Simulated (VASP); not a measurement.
Calculation: revPBE GGA, VASP's PBE PAW potentials (set 64) (plane waves; VASP).

VASP ran on this input.

File KPOINTS:
```
Regular mesh
0
G
  9 9 9
```

### INCAR
```
SYSTEM = CdS
PREC = Accurate
ENCUT = 520
EDIFF = 1E-7
NELM = 100
ALGO = Normal
LREAL = .FALSE.
LASPH = .TRUE.
ISMEAR = -5
GGA = RE
LMAXMIX = 4
LWAVE = .FALSE.
LCHARG = .TRUE.
LORBIT = 11
NEDOS = 601
ISIF = 2
```

POSCAR:
```
CdS
1
    0.0000000000     2.9969635916     2.9969635916
    2.9969635916     0.0000000000     2.9969635916
    2.9969635916     2.9969635916     0.0000000000
Cd S
1 1
Direct
  0.0000000000   0.0000000000   0.0000000000
  0.2500000000   0.2500000000   0.2500000000
```

POTCAR, in this order: Cd S (PBE.64 set). Program: vasp_std.

The run wrote:

File OSZICAR:
```
       N       E                     dE             d eps       ncg     rms          rms(c)
DAV:   1     0.107880893735E+03    0.10788E+03   -0.91323E+03   934   0.124E+03
DAV:   2    -0.123223546725E+01   -0.10911E+03   -0.10470E+03  1050   0.290E+02
DAV:   3    -0.611357649039E+01   -0.48813E+01   -0.48683E+01  1065   0.640E+01
DAV:   4    -0.615095922159E+01   -0.37383E-01   -0.37376E-01  1050   0.554E+00
DAV:   5    -0.615154093799E+01   -0.58172E-03   -0.58171E-03  1080   0.668E-01    0.743E+00
DAV:   6    -0.560276566685E+01    0.54878E+00   -0.10846E+00  1219   0.131E+01    0.601E+00
DAV:   7    -0.558809691992E+01    0.14669E-01   -0.21213E-01   945   0.366E+00    0.309E+00
DAV:   8    -0.559150285130E+01   -0.34059E-02   -0.19719E-02   980   0.205E+00    0.295E-01
DAV:   9    -0.559178838988E+01   -0.28554E-03   -0.26357E-03  1060   0.780E-01    0.742E-02
DAV:  10    -0.559218872329E+01   -0.40033E-03   -0.44113E-04   925   0.191E-01    0.926E-02
DAV:  11    -0.559240943196E+01   -0.22071E-03   -0.44926E-04   910   0.172E-01    0.274E-02
DAV:  12    -0.559239498549E+01    0.14446E-04   -0.42219E-05  1087   0.954E-02    0.104E-02
DAV:  13    -0.559239899321E+01   -0.40077E-05   -0.87571E-06   930   0.193E-02    0.930E-03
DAV:  14    -0.559239930874E+01   -0.31553E-06   -0.14040E-06   950   0.774E-03    0.628E-03
DAV:  15    -0.559239927846E+01    0.30280E-07   -0.67602E-08   842   0.174E-03
   1 F= -.55923993E+01 E0= -.55923993E+01  d E =0.000000E+00
```

OUTCAR:
```
------------------------ aborting loop because EDIFF is reached ----------------------------------------
  FORCE on cell =-STRESS in cart. coord.  units (eV):
  Direction    XX          YY          ZZ          XY          YZ          ZX
  --------------------------------------------------------------------------------------
  Total        0.0121253      0.0121253      0.0121253      0.0000000      0.0000000      0.0000000
  in kB        0.3608504      0.3608504      0.3608504      0.0000000      0.0000000      0.0000000
  external PRESSURE =       0.3608504 kB  Pullay stress =       0.0000000 kB
  volume of cell :       53.84
      direct lattice vectors                 reciprocal lattice vectors
     0.000000000  2.996963592  2.996963592    -0.166835527  0.166835527  0.166835527
     2.996963592  0.000000000  2.996963592     0.166835527 -0.166835527  0.166835527
     2.996963592  2.996963592  0.000000000     0.166835527  0.166835527 -0.166835527
  FREE ENERGIE OF THE ION-ELECTRON SYSTEM (eV)
  ---------------------------------------------------
  free  energy   TOTEN  =        -5.5923992785 eV

  energy  without entropy=       -5.5923992785  energy(sigma->0) =       -5.59239928

 total charge

# of ion       s       p       d       tot
------------------------------------------
    1        0.409   0.279   9.569  10.257
    2        1.327   2.383   0.000   3.710
--------------------------------------------------
tot          1.736   2.662   9.569  13.967
```
(Selected blocks of OUTCAR.)

**OUTCAR**
```
 val. band max:        0.7443103226   @ k =   0.0000   0.0000   0.0000

 cond. band min:       1.8483436206   @ k =   0.0000   0.0000   0.0000


 Fermi energy:         0.7452173791

 k-point     1 :       0.0000    0.0000    0.0000
  band No.  band energies     occupation
      1     -11.1414      2.00000
      2      -6.7313      2.00000
      3      -6.7313      2.00000
      4      -6.7313      2.00000
      5      -6.3574      2.00000
      6      -6.3574      2.00000
      7       0.7443      2.00000
      8       0.7443      2.00000
      9       0.7443      2.00000
     10       1.8483      0.00000
     11       7.3523      0.00000
     12       7.3523      0.00000
     13       7.3523      0.00000

 k-point     2 :       0.1111    0.0000    0.0000
  band No.  band energies     occupation
      1     -11.1009      2.00000
      2      -6.7170      2.00000
      3      -6.7170      2.00000
      4      -6.6913      2.00000
      5      -6.3580      2.00000
      6      -6.3580      2.00000
      7      -0.0551      2.00000
      8       0.6620      2.00000
      9       0.6620      2.00000
     10       2.5374      0.00000
     11       7.1331      0.00000
     12       7.4969      0.00000
     13       7.4969      0.00000

 k-point     3 :       0.2222    0.0000    0.0000
  band No.  band energies     occupation
      1     -10.9982      2.00000
      2      -6.6835      2.00000
      3      -6.6835      2.00000
      4      -6.5588      2.00000
      5      -6.3554      2.00000
      6      -6.3554      2.00000
      7      -1.2350      2.00000
      8       0.4646      2.00000
      9       0.4646      2.00000
     10       3.3153      0.00000
     11       7.0039      0.00000
     12       7.7664      0.00000
     13       7.7664      0.00000

 k-point     4 :       0.3333    0.0000    0.0000
  band No.  band energies     occupation
      1     -10.8815      2.00000
      2      -6.6525      2.00000
      3      -6.6525      2.00000
...
```

The compound is CdS in the zinc blende structure, a metastable form; wurtzite is the usual one. It was relaxed first, which changed the volume by +9 %.
